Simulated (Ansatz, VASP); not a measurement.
## Cross-check of Mo5Ru11 (random alloy of the hcp Ru-Mo line, x = 0.3125) between VASP and Ansatz

Wanted: the spread between two codes on one cell, functional and k mesh. The structure shown is the start of the Ansatz relaxation below; VASP solves that cell, so the two are compared at the walk's first step.

Program: Ansatz 0.2.0. Level of theory: plane waves, with VASP 6.6.1 beside it; single point at PBE. Results are calculated unless marked as measured.

### Step 1. Starting point

The cell holds 64 atoms: 20 Mo and 44 Ru. Its edges and angles: a = 10.954 Å, b = 10.954 Å, c = 8.760 Å, α = 90.0°, β = 90.0°, γ = 120.0°. It derives from Ru (hcp Ru-Mo), repeated 4×4×2. Hcp Ru-Mo: 64 atoms, 20 of 64 Ru sites given to Mo at random, cell and internal coordinates interpolated linearly between the end members (Vegard's rule); (so at first; earlier steps may have moved the atoms), displaced by a Gaussian of 0.02 A. Lattice constants are starting values near those of PBE.

### Step 2. Ansatz: relaxation, PBE

Ansatz runs on its default PAW (the set named soft_2) files.

The two programs are compared at the cell with which this relaxation starts, whose forces are those of its first step.

Input file input.yaml:

```yaml
crystal:
  lattice:
    - [10.9539, 0.0, 0.0]
    - [-5.47695, 9.48636, 0.0]
    - [0.0, 0.0, 8.76032]
  atoms:
    - { symbol: Mo, position: [0.00232, 0.99871, 0.99879] }
    - { symbol: Ru, position: [0.08229, 0.16849, 0.24475] }
    - { symbol: Ru, position: [0.00238, 0.9984, 0.50073] }
    - { symbol: Mo, position: [0.08442, 0.16975, 0.7453] }
    - { symbol: Mo, position: [0.99901, 0.24919, 0.00259] }
    - { symbol: Mo, position: [0.08114, 0.4163, 0.248] }
    - { symbol: Ru, position: [0.00069, 0.25123, 0.49749] }
    - { symbol: Ru, position: [0.08637, 0.41857, 0.75115] }
    - { symbol: Ru, position: [0.00092, 0.49856, 0.99972] }
    - { symbol: Ru, position: [0.08134, 0.6661, 0.25121] }
    - { symbol: Ru, position: [0.99832, 0.49916, 0.49843] }
    - { symbol: Ru, position: [0.08108, 0.66525, 0.74997] }
    - { symbol: Mo, position: [0.99821, 0.75049, 0.00379] }
    - { symbol: Ru, position: [0.08449, 0.91626, 0.24797] }
    - { symbol: Ru, position: [0.00042, 0.75357, 0.50012] }
    - { symbol: Ru, position: [0.08237, 0.91707, 0.75479] }
    - { symbol: Ru, position: [0.25087, 0.0013, 0.00069] }
    - { symbol: Ru, position: [0.33149, 0.16426, 0.2492] }
    - { symbol: Ru, position: [0.25024, 0.00124, 0.50192] }
    - { symbol: Ru, position: [0.33533, 0.16727, 0.75202] }
    - { symbol: Ru, position: [0.24994, 0.25264, 0.00117] }
    - { symbol: Ru, position: [0.3333, 0.4177, 0.24983] }
    - { symbol: Ru, position: [0.25367, 0.2532, 0.50499] }
    - { symbol: Ru, position: [0.32926, 0.41362, 0.74885] }
    - { symbol: Ru, position: [0.25122, 0.50185, 0.00072] }
    - { symbol: Mo, position: [0.32932, 0.66602, 0.25189] }
    - { symbol: Ru, position: [0.25122, 0.50161, 0.49949] }
    - { symbol: Ru, position: [0.33316, 0.66706, 0.75094] }
    - { symbol: Ru, position: [0.25049, 0.75025, 0.99847] }
    - { symbol: Ru, position: [0.33415, 0.91692, 0.25258] }
    - { symbol: Ru, position: [0.25238, 0.75039, 0.49914] }
    - { symbol: Mo, position: [0.33261, 0.91756, 0.75018] }
    - { symbol: Ru, position: [0.49942, 9.0e-05, 0.99858] }
    - { symbol: Mo, position: [0.58414, 0.16572, 0.2528] }
    - { symbol: Ru, position: [0.50136, 0.00125, 0.4975] }
    - { symbol: Ru, position: [0.58442, 0.16823, 0.74782] }
    - { symbol: Mo, position: [0.49955, 0.25007, 0.99687] }
    - { symbol: Mo, position: [0.5848, 0.41845, 0.24804] }
    - { symbol: Mo, position: [0.49926, 0.24723, 0.49991] }
    - { symbol: Mo, position: [0.58157, 0.41903, 0.75093] }
    - { symbol: Ru, position: [0.49914, 0.49837, 0.00291] }
    - { symbol: Ru, position: [0.58497, 0.66275, 0.25282] }
    - { symbol: Mo, position: [0.50333, 0.50071, 0.49726] }
    - { symbol: Mo, position: [0.58472, 0.66629, 0.74862] }
    - { symbol: Mo, position: [0.49833, 0.75116, 0.00181] }
    - { symbol: Ru, position: [0.58274, 0.91776, 0.24739] }
    - { symbol: Mo, position: [0.50151, 0.7501, 0.49957] }
    - { symbol: Mo, position: [0.58406, 0.9185, 0.75171] }
    - { symbol: Ru, position: [0.75111, 0.00029, 0.00018] }
    - { symbol: Ru, position: [0.83471, 0.16716, 0.25156] }
    - { symbol: Ru, position: [0.74687, 0.99487, 0.50237] }
    - { symbol: Ru, position: [0.83779, 0.1676, 0.74977] }
    - { symbol: Ru, position: [0.74963, 0.24975, 4.0e-05] }
    - { symbol: Ru, position: [0.83074, 0.41558, 0.24772] }
    - { symbol: Ru, position: [0.75014, 0.24937, 0.50113] }
    - { symbol: Ru, position: [0.83405, 0.41875, 0.75049] }
    - { symbol: Mo, position: [0.752, 0.496, 0.99852] }
    - { symbol: Ru, position: [0.83764, 0.672, 0.24943] }
    - { symbol: Ru, position: [0.74984, 0.49952, 0.50304] }
    - { symbol: Ru, position: [0.83353, 0.6681, 0.74927] }
    - { symbol: Mo, position: [0.74801, 0.75066, 0.00115] }
    - { symbol: Mo, position: [0.83558, 0.91643, 0.24859] }
    - { symbol: Ru, position: [0.75128, 0.75051, 0.50064] }
    - { symbol: Ru, position: [0.83442, 0.91911, 0.75084] }
kpoints:
  mp_grid: { grid: [2, 2, 2] }
hamiltonian:
  xc: pbe
scf:
  occupations: { method: fermi_dirac, width: 0.1 }
output:
  forces: true
relax:
  f_tol: 0.04
  max_steps: 150
  cell: {}
```

Command:

```bash
$ ansatz run input.yaml --threads 6 --pin off --max-ram 102400MiB --backend cuda --events-out ev --progress --plain --runs-dir out
```

Numbers of over 12 decimals in the logs are rounded to 6 here.

Log:

```text
Engine: ansatz 0.2.0, x86_64-unknown-linux-gnu
Pseudopotentials: kind: paw
Pseudopotential: Mo, paw, valence charge 14, recommended cutoff 420 eV (normal), Mo.paw.azcp
Pseudopotential: Ru, paw, valence charge 16, recommended cutoff 420 eV (normal), Ru.paw.azcp
Functional definition: PBE
  parameter kappa = 0.804
  parameter beta = 0.066725
  exchange = pbe_x(kappa = kappa, mu = beta*pi^2/3)
  correlation = pbe_c(beta = beta)
concurrent solve slots: 4 of 6 are kept, ahead of what memory takes: no pass of the eigensolver takes more rounds on 4
device memory: the entry about to start is reckoned to put 14.8 GiB on a device that reports 73.8 GiB free
GPU FFT provider: cuFFT
GPU libraries: cuBLAS 13.8.2, cuFFT 12.4.0, cuSOLVER 12.3.4
Crystal: 64 atoms, lattice volume = 910.308 Å³
Basis set: ecut = 420 eV, 17861 PW (Γ), exchange–correlation on 150×150×120 points (8 copies of the dense FFT grid, shifted against one another)
Bands: 591, of which v1, the nominal top of the filled ones, is band 492 counted from 1 (491 counted from 0)
Symmetry: 1 space group operations
Space group: P1 (ITA 1), of the structure as read, at distance tolerance 9.7e-5 Å
k-points: 8
Non-local potential: Mo, projectors of the file, l = 0: 3, l = 1: 2, l = 2: 2, l = 3: 1
Non-local potential: Ru, projectors of the file, l = 0: 3, l = 1: 2, l = 2: 2, l = 3: 1
PAW form: soft (Blöchl's): semilocal exchange-correlation on the pseudo side does not see the compensation charge
PAW one-centre angular grid: Mo, 590 points (default); XC on 64 Gauss nodes
PAW one-centre angular grid: Ru, 590 points (default); XC on 64 Gauss nodes
Initial density: superposition of atomic densities (neutral atoms: chi_scale 0, normalization atom), corrected by the library's trained network
Initial wavefunctions: pseudopotential atomic-orbital guess
GPU buffer pool allocated for 337500 grid points (all kernels)
GPU transforms: local potential and band sums: pruned to the plane-wave sphere, on 75×75×60
Functional: x = pbe(κ = 0.804, μ = 0.219515), c = pbe(β = 0.066725)
SCF iter   1: F=—  HF=-357781.206606 eV  |F-HF|=—  |Δ(HF+E_count)|=         —  Δρ=9.58e-3  dr2=1.53e0  ethr=1.77e-3  ⟨swp⟩=5.0  Hψ=14558  notcnv=0
preconditioner: auto → Kerker (q_TF=auto, 2.764 Å⁻¹)  [metal: Δε(μ)=0.012 eV  Ē_g=4.514 eV  σ=0.100 eV  W_gap=0.03  n_scr=306 (ndim 8)  ℏωp=26.7 eV  f_vac=0.000  D(μ)=65.94/eV (n_scr^D=730)]
SCF iter   2: F=—  HF=-357781.196831 eV  |F-HF|=—  |Δ(HF+E_count)|=   9.78e-3  Δρ=5.24e-3  dr2=4.96e-1  ethr=1.56e-4  ⟨swp⟩=1.0  Hψ=5440  notcnv=0
SCF iter   3: F=—  HF=-357781.191775 eV  |F-HF|=—  |Δ(HF+E_count)|=   5.06e-3  Δρ=6.24e-4  dr2=8.48e-3  ethr=5.04e-5  ⟨swp⟩=1.0  Hψ=4712  notcnv=0
SCF iter   4: F=—  HF=-357781.193424 eV  |F-HF|=—  |Δ(HF+E_count)|=   1.65e-3  Δρ=1.35e-4  dr2=4.75e-4  ethr=8.62e-7  ⟨swp⟩=2.9  Hψ=8751  notcnv=0
SCF iter   5: F=—  HF=-357781.189059 eV  |F-HF|=—  |Δ(HF+E_count)|=   4.37e-3  Δρ=4.62e-5  dr2=5.64e-5  ethr=4.83e-8  ⟨swp⟩=1.4  Hψ=4715  notcnv=0
SCF iter   6: F=—  HF=-357781.191109 eV  |F-HF|=—  |Δ(HF+E_count)|=   2.05e-3  Δρ=1.71e-5  dr2=4.31e-6  ethr=5.73e-9  ⟨swp⟩=2.0  Hψ=6418  notcnv=0
SCF iter   7: F=—  HF=-357781.191109 eV  |F-HF|=—  |Δ(HF+E_count)|=   2.43e-7  Δρ=4.27e-6  dr2=2.73e-7  ethr=4.38e-10  ⟨swp⟩=2.2  Hψ=7570  notcnv=0
SCF iter   8: F=-357781.191109 eV  HF=-357781.191109 eV  |F-HF|=4.02e-9  |Δ(HF+E_count)|=   2.63e-8  Δρ=7.32e-7  dr2=7.08e-9  ethr=1.02e-11  ⟨swp⟩=3.0  Hψ=12718  notcnv=0
SCF 1 converged in 8 iterations: F = -357781.191109 eV  dr2 = 7.08e-9
  greatest PAW one-centre occupation: 0.998 electrons in one spin orbital (limit 2), on the Mo atom at site 43 (counted from 0), in its partial waves of l = 0
relax step   1: F+E_penalty+E_count = -357781.19110920 eV  Δ(F+E_penalty+E_count) = +0.000e0 eV  max|allowed force component| = 9.946e-1 eV/Å  Δτ_max = 0.0000 Å  P = +3.966 GPa  Ω = 910.308 Å³  (8 SCF iters, dr2 threshold 1.00e-7 eV, accepted)
concurrent solve slots: 4 of 6 are kept, ahead of what memory takes: no pass of the eigensolver takes more rounds on 4
device memory: the entry about to start is reckoned to put 13.6 GiB (of the 14.8 GiB reckoned in all, the device holds 1.3 GiB already) on a device that reports 72.5 GiB free
GPU FFT provider: cuFFT
GPU libraries: cuBLAS 13.8.2, cuFFT 12.4.0, cuSOLVER 12.3.4
Crystal: 64 atoms, lattice volume = 940.938 Å³
Basis set: ecut = 420 eV, 18463 PW (Γ), exchange–correlation on 150×150×120 points (8 copies of the dense FFT grid, shifted against one another)
Initial density: handed on by an earlier stage of this run
Initial wavefunctions: those handed on with the density
GPU buffer pool allocated for 337500 grid points (all kernels)
GPU transforms: local potential and band sums: pruned to the plane-wave sphere, on 75×75×60
iter 1 solved again at ethr=1.52e-3 eV; its pass at ethr=3.10e-3 eV (dr2=1.49e1 eV) is discarded
[...]
--- Relaxed structure (6 steps of the walk, 6 accepted, 1 SCFs on fresh bases) ---
  F+E_penalty+E_count = -357782.22945334 eV   max|allowed force component| = 1.215e-2 eV/Å   (the final SCF, on the basis selected at the relaxed cell)
  cell:  # Å, volume = 922.2471 Å³
    - [11.050225, 0.00612999, -0.00360166]
    - [-5.519804, 9.540002, 0.000337612]
    - [-0.00288041, -0.00135123, 8.745575]
  atoms:
    - { symbol: Mo, position: [0.00459302, 1.001472, 0.999577] }
    - { symbol: Ru, position: [0.085965, 0.167960, 0.252871] }
    - { symbol: Ru, position: [0.00139328, 0.999495, 0.499137] }
    - { symbol: Mo, position: [0.087098, 0.169095, 0.740848] }
    - { symbol: Mo, position: [0.997402, 0.249726, -0.000719706] }
    - { symbol: Mo, position: [0.080068, 0.416045, 0.254938] }
    - { symbol: Ru, position: [-0.000893966, 0.249978, 0.500432] }
    - { symbol: Ru, position: [0.082991, 0.418037, 0.748333] }
    - { symbol: Ru, position: [0.00304577, 0.500706, 0.998370] }
    - { symbol: Ru, position: [0.081090, 0.667018, 0.252031] }
    - { symbol: Ru, position: [0.999518, 0.500662, 0.499513] }
    - { symbol: Ru, position: [0.081373, 0.665085, 0.748192] }
    - { symbol: Mo, position: [1.005043, 0.749684, -0.000275658] }
    - { symbol: Ru, position: [0.083971, 0.915951, 0.251320] }
    - { symbol: Ru, position: [0.00175816, 0.750703, 0.498962] }
    - { symbol: Ru, position: [0.085118, 0.915371, 0.748128] }
    - { symbol: Ru, position: [0.251789, -0.00103274, 0.00296251] }
    - { symbol: Ru, position: [0.331664, 0.165257, 0.251060] }
    - { symbol: Ru, position: [0.250045, -0.00121438, 0.499499] }
    - { symbol: Ru, position: [0.330879, 0.165201, 0.750125] }
    - { symbol: Ru, position: [0.251053, 0.251951, 0.00193766] }
    - { symbol: Ru, position: [0.331010, 0.414870, 0.248773] }
    - { symbol: Ru, position: [0.250143, 0.250455, 0.498151] }
    - { symbol: Ru, position: [0.331553, 0.416952, 0.752434] }
    - { symbol: Ru, position: [0.249668, 0.497753, -0.00325817] }
    - { symbol: Mo, position: [0.330407, 0.665958, 0.252198] }
    - { symbol: Ru, position: [0.247212, 0.498192, 0.504083] }
    - { symbol: Ru, position: [0.329486, 0.664349, 0.748950] }
    - { symbol: Ru, position: [0.250374, 0.750439, 1.000176] }
    - { symbol: Ru, position: [0.332408, 0.917818, 0.250354] }
[...]
- { symbol: Mo, position: [0.330543, 0.915694, 0.750474] }
[...]
- { symbol: Mo, position: [0.586369, 0.165160, 0.250347] }
[...]
- { symbol: Mo, position: [0.496067, 0.245459, 0.991740] }
    - { symbol: Mo, position: [0.586002, 0.422053, 0.252085] }
    - { symbol: Mo, position: [0.496322, 0.245624, 0.507265] }
    - { symbol: Mo, position: [0.587302, 0.420866, 0.748377] }
[...]
- { symbol: Mo, position: [0.494079, 0.496674, 0.496257] }
    - { symbol: Mo, position: [0.586763, 0.670358, 0.749378] }
    - { symbol: Mo, position: [0.494163, 0.751488, 0.00714217] }
[...]
- { symbol: Mo, position: [0.498652, 0.752287, 0.494962] }
    - { symbol: Mo, position: [0.592129, 0.919420, 0.752188] }
[...]
- { symbol: Ru, position: [0.834365, 0.417558, 0.250520] }
    - { symbol: Ru, position: [0.750692, 0.251549, 0.498774] }
    - { symbol: Ru, position: [0.834349, 0.416197, 0.749593] }
    - { symbol: Mo, position: [0.752065, 0.494255, 1.000759] }
    - { symbol: Ru, position: [0.836596, 0.669576, 0.253549] }
    - { symbol: Ru, position: [0.755221, 0.502975, 0.500094] }
    - { symbol: Ru, position: [0.839222, 0.669912, 0.746423] }
    - { symbol: Mo, position: [0.746948, 0.749807, -0.00458884] }
    - { symbol: Mo, position: [0.833283, 0.917993, 0.258651] }
    - { symbol: Ru, position: [0.752984, 0.750340, 0.501188] }
    - { symbol: Ru, position: [0.836151, 0.919533, 0.746404] }
```

In the SCF lines HF is the Harris–Foulkes energy and dr2 the Hartree energy of the density residual, in eV; the loop may stop once dr2 is under the threshold and the program's other checks hold. Hψ counts applications of the Hamiltonian.

(Part 1 of 2 ends here.)

[Lines on the potential files, build, host, timing and source positions are cut from VASP's logs without a mark.]

[Logs are printed without paths, hosts, clocks, repeated set-up lines and the standing remarks that a program may print on its own settings, such as how far it seeks lower states.]

[Hosts, paths, dates, database ids (printed as entryN), source tags and the programs' standing remarks are cut or masked in the printed files.]
